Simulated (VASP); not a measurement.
SiC (wurtzite): the lattice constant a from VASP (plane waves, PAW) at several levels of theory. Static lattice.  The measured value holds thermal and zero-point effects that the static calculation lacks.

```csv
level,lattice constant a (Å),error against measurement
LDA,3.059,-0.6 %
PBE,3.092,+0.5 %
PBEsol,3.077,+0.0 %
SCAN,3.072,-0.1 %
r2SCAN,3.075,-0.1 %
```

Measured: 3.076 Å (as given by Beate Paulus et al., Journal of Physics Condensed Matter (1997), arXiv:cond-mat/9701136).

The cell of the LDA run:

```
CSi
1.0
    1.52928    -2.64879     0.00000
    1.52928     2.64879     0.00000
    0.00000     0.00000     5.01930
Si C
2 2
Cartesian
  1.52928  -0.88293   2.50755
  1.52928   0.88293   5.01720
  1.52928  -0.88293   4.39398
  1.52928   0.88293   1.88434
```

Only levels that ran to the end are used. Left out are those held back, those with too coarse a band path, GW runs whose mesh misses a band edge, hybrids' fits of cells that aren't cubic and levels without matching references; a question may draw on a part of the rest.

The compound is SiC in the wurtzite structure, the rare 2H polytype.
